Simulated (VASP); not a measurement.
Computed with PBE GGA + U (Dudarev), VASP's PBE PAW potentials (set 64) (plane waves; VASP 6.6.1).

The input files of a VASP run:

INCAR:
```
LREAL  =  .FALSE.
LDAUJ  =  0 0
ISIF  =  2   ! forces and stress, cell fixed
LASPH  =  .TRUE.   ! aspherical one-centre terms
ISMEAR  =  1   ! Methfessel-Paxton
SYSTEM  =  Pt3Ti
NELM  =  100   ! most electronic steps
LDAUTYPE  =  2   ! Dudarev
LMAXMIX  =  6
LDAUU  =  6.0 0
LDAUL  =  2 -1
LCHARG  =  .FALSE.
PREC  =  Accurate
ALGO  =  Normal   ! blocked Davidson
ENCUT  =  400
GGA  =  PE
EDIFF  =  1E-6   ! SCF stop (eV)
LDAU  =  .TRUE.
LWAVE  =  .FALSE.
LORBIT  =  10
LDAUPRINT  =  1
SIGMA  =  0.1   ! width (eV)
```

### KPOINTS
```
K-points
0
gamma
 7 7 7
```

### POSCAR
```
Pt3Ti
1
    4.0327610000     0.0000000000     0.0000000000
    0.0000000000     3.8201800000     0.0000000000
    0.0000000000     0.0000000000     3.9250140000
Ti Pt
1 3
Direct
  0.0000000000   0.0000000000   0.0000000000
  0.0000000000   0.5000000000   0.5000000000
  0.5000000000   0.0000000000   0.5000000000
  0.5053360000   0.5000000000   0.0000000000
```

POTCAR, in this order: Ti_sv Pt (PBE.64 set). Program: vasp_std.

Output

OSZICAR:
```
       N       E                     dE             d eps       ncg     rms          rms(c)
DAV:   1     0.345688719872E+03    0.34569E+03   -0.18127E+04  3200   0.150E+03
DAV:   2     0.816295714737E+00   -0.34487E+03   -0.33768E+03  3441   0.407E+02
DAV:   3    -0.288203335697E+02   -0.29637E+02   -0.28716E+02  4521   0.105E+02
DAV:   4    -0.296362814421E+02   -0.81595E+00   -0.81351E+00  3861   0.188E+01
DAV:   5    -0.296615574894E+02   -0.25276E-01   -0.25266E-01  4547   0.316E+00    0.217E+01
DAV:   6    -0.261981900255E+02    0.34634E+01   -0.22237E+01  4467   0.378E+01    0.119E+01
DAV:   7    -0.259786813897E+02    0.21951E+00   -0.16483E+01  4444   0.267E+01    0.867E+00
DAV:   8    -0.253305190950E+02    0.64816E+00   -0.28043E+00  4517   0.131E+01    0.264E+00
DAV:   9    -0.253463780449E+02   -0.15859E-01   -0.16841E-01  4219   0.282E+00    0.103E+00
DAV:  10    -0.253389696309E+02    0.74084E-02   -0.43084E-02  4348   0.186E+00    0.384E-01
DAV:  11    -0.253389583267E+02    0.11304E-04   -0.61933E-03  4673   0.611E-01    0.129E-01
DAV:  12    -0.253391608613E+02   -0.20253E-03   -0.37161E-04  4298   0.175E-01    0.100E-01
DAV:  13    -0.253392770604E+02   -0.11620E-03   -0.33314E-04  4644   0.133E-01    0.473E-02
DAV:  14    -0.253392709771E+02    0.60832E-05   -0.19910E-04  4549   0.104E-01    0.124E-02
DAV:  15    -0.253392812395E+02   -0.10262E-04   -0.29398E-05  3970   0.320E-02    0.723E-03
DAV:  16    -0.253392821402E+02   -0.90072E-06   -0.72572E-06  3672   0.191E-02
   1 F= -.25339282E+02 E0= -.25339353E+02  d E =0.213456E-03
```

**OUTCAR**
```
------------------------ aborting loop because EDIFF is reached ----------------------------------------
  FORCE on cell =-STRESS in cart. coord.  units (eV):
  Direction    XX          YY          ZZ          XY          YZ          ZX
  --------------------------------------------------------------------------------------
  Total        1.8415244      5.1104592      3.5671460      0.0000000      0.0000000      0.0000000
  in kB       48.7933398    135.4075821     94.5156992      0.0000000      0.0000000      0.0000000
  external PRESSURE =      92.9055404 kB  Pullay stress =       0.0000000 kB
  volume of cell :       60.47
      direct lattice vectors                 reciprocal lattice vectors
     4.032761000  0.000000000  0.000000000     0.247969071  0.000000000  0.000000000
     0.000000000  3.820180000  0.000000000     0.000000000  0.261767770  0.000000000
     0.000000000  0.000000000  3.925014000     0.000000000  0.000000000  0.254776161
 POSITION                                       TOTAL-FORCE (eV/Angst)
 -----------------------------------------------------------------------------------
      0.00000      0.00000      0.00000         0.071694      0.000000      0.000000
      0.00000      1.91009      1.96251         0.119311      0.000000      0.000000
      2.01638      0.00000      1.96251        -0.020885      0.000000      0.000000
      2.03790      1.91009      0.00000        -0.170121      0.000000      0.000000
 -----------------------------------------------------------------------------------
    total drift:                                0.000019     -0.000000     -0.000001
  FREE ENERGIE OF THE ION-ELECTRON SYSTEM (eV)
  ---------------------------------------------------
  free  energy   TOTEN  =       -25.3392821402 eV

  energy  without entropy=      -25.3394955959  energy(sigma->0) =      -25.33935329

 total charge

# of ion       s       p       d       tot
------------------------------------------
    1        2.232   6.184   1.533   9.949
    2        0.696   0.666   8.087   9.448
    3        0.692   0.675   8.086   9.453
    4        0.695   0.672   8.084   9.450
--------------------------------------------------
tot          4.314   8.197  25.789  38.300
```
(Selected blocks of OUTCAR.)

The compound is Pt3Ti in the L1_2 structure. The cell was not relaxed at this level, atoms are displaced from their ideal sites. The run is one of a series of settings (LDAU = .TRUE., LDAUJ = 0 0, LDAUL = 2 -1, LDAUTYPE = 2, LDAUU = 6.0 0 against the base run), some of them coarse on purpose.
